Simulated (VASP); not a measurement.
An input for Quantum ESPRESSO's pw.x (written as the equivalent of a VASP run, and not itself run):

```
&CONTROL
  calculation = 'scf'
  pseudo_dir = './pseudo'
  outdir = './out'
  tprnfor = .true.
  tstress = .true.
/
&SYSTEM
  ibrav = 0
  nat = 2
  ntyp = 2
  ecutwfc = 60.3
  occupations = 'smearing'
  smearing = 'gaussian'
  degauss = 0.003675
  input_dft = 'rpbe'
/
&ELECTRONS
  conv_thr = 7.3e-09
  electron_maxstep = 100
/
ATOMIC_SPECIES
  Tl 204.380 Tl.upf
  Cl 35.450 Cl.upf
CELL_PARAMETERS angstrom
     4.0391242    0.0000000    0.0000000
     0.0000000    4.0391242    0.0000000
     0.0000000    0.0000000    4.0391242
ATOMIC_POSITIONS crystal
  Tl   0.0000000  0.0000000  0.0000000
  Cl   0.5000000  0.5000000  0.5000000
K_POINTS automatic
  7 7 7 0 0 0
```

### Question
Write the VASP files for the same calculation (RPBE).

### Answer
This is not unique; one that fits is 
File KPOINTS:
```
Automatic mesh
0
Gamma
7 7 7
0 0 0
```

### POSCAR
```
TlCl
1
    4.0391241880     0.0000000000     0.0000000000
    0.0000000000     4.0391241880     0.0000000000
    0.0000000000     0.0000000000     4.0391241880
Tl Cl
1 1
Direct
  0.0000000000   0.0000000000   0.0000000000
  0.5000000000   0.5000000000   0.5000000000
```

**INCAR**
```
ALGO  =  Normal
EDIFF  =  1E-7
ENCUT  =  520
GGA  =  RP
ISIF  =  2
ISMEAR  =  0
LASPH  =  .TRUE.
LCHARG  =  .FALSE.
LMAXMIX  =  4
LREAL  =  .FALSE.
LWAVE  =  .FALSE.
NELM  =  100
PREC  =  Accurate
SIGMA  =  0.05
SYSTEM  =  TlCl
```

POTCAR, in this order: Tl_d Cl (PBE.64 set). Program: vasp_std.

The two are equivalent in intent, not identical: the potentials are each code's own (VASP's PAW set, PseudoDojo norm-conserving files in pw.x), so ENCUT and ecutwfc are chosen apart and not converted; conv_thr bounds pw.x's estimated SCF error, while EDIFF bounds the energy change between steps.

The compound is TlCl in the CsCl type structure. It was relaxed first, which changed the volume by +16 %.
